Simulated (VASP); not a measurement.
Shape and ions are relaxed at each volume.

Energy against volume of SnO₂ (rutile). Calculation: optB86b-vdW, VASP's PBE PAW potentials (set 64) (plane waves; VASP).

```tsv
V (Å³/atom)	E (eV/atom)
11.627	-4.15064
11.998	-4.17334
12.369	-4.18080
12.740	-4.17562
13.111	-4.16005
```

Problem. Fit a third-order Birch-Murnaghan equation of state.

Solution. 
| Property | Value |
|---|---|
| volume per atom | 12.39 Å³/atom |
| bulk modulus | 179 GPa |
| pressure derivative of the bulk modulus | 5.39 |

The compound is SnO2 in the rutile structure. It was relaxed first.
